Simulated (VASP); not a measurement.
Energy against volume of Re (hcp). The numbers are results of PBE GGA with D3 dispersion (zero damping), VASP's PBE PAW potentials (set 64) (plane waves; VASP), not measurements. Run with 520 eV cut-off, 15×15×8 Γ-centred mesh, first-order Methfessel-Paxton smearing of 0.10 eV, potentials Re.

Shape and ions are relaxed at each volume.

```json
[
 {"V (Å³/atom)": "13.754", "E (eV/atom)": "-12.93235"},
 {"V (Å³/atom)": "14.193", "E (eV/atom)": "-12.98816"},
 {"V (Å³/atom)": "14.632", "E (eV/atom)": "-13.00556"},
 {"V (Å³/atom)": "15.071", "E (eV/atom)": "-12.99049"}
]
```

Question: Fit these four points and predict the energy of the run at 15.510 Å³/atom.

Answer: A cubic in V^(−2/3), the third-order Birch-Murnaghan form, passes through the four points with V0 = 14.64 Å³/atom and B0 = 394 GPa, and gives -12.9480 eV/atom there. The run gave -12.9480 eV/atom, -0.0 meV/atom from the fit; all five points give B0 = 393 GPa.

The compound is Re in the hcp structure. It was relaxed first.
